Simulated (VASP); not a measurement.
Data:

```xyz
2
Lattice="0.0000 3.1812 3.1812 3.1812 0.0000 3.1812 3.1812 3.1812 0.0000" Properties=species:S:1:pos:R:3 pbc="T T T"
Ba     0.0000     0.0000     0.0000
S      3.1812     3.1812     3.1812
```

All values below come from PBEsol GGA, VASP's PBE PAW potentials (set 64) (plane waves; VASP). Numerical set-up: 400 eV cut-off, 7×7×7 Γ-centred mesh, Gaussian smearing of 0.050 eV, potentials Ba_sv S.

Problem. Estimate the energy per atom (σ→0).

Solution. 
```
Property                       Result
---------------------  --------------
energy per atom (σ→0)  -5.360 eV/atom
```

Only differences to runs with the same potentials and settings are physical.

The structure was generated: BaS was put into the rock salt type (Fm-3m), which need not be its known phase. It was relaxed first, which changed the volume by -22 %. The start is the result of an earlier pass.
